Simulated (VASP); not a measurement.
Data:

```
C
1.0
    0.00000     1.76651     1.76651
    1.76651     0.00000     1.76651
    1.76651     1.76651     0.00000
C
2
Direct
  0.00000   0.00000   0.00000
  0.25000   0.25000   0.25000
```

Method: vdW-DF2, VASP's PBE PAW potentials (set 64) (plane waves; VASP). Run with 520 eV cut-off, 12×12×12 Γ-centred mesh, Gaussian smearing of 0.050 eV, potentials C.

Predict the energy per atom (σ→0), pressure.

```json
{
 "energy per atom (σ→0)": "-705.2 kJ/mol of atoms",
 "pressure": "27.69 GPa"
}
```

The compound is C in the diamond structure. This cell is one point of a volume scan, at 0.94 of the reference volume.
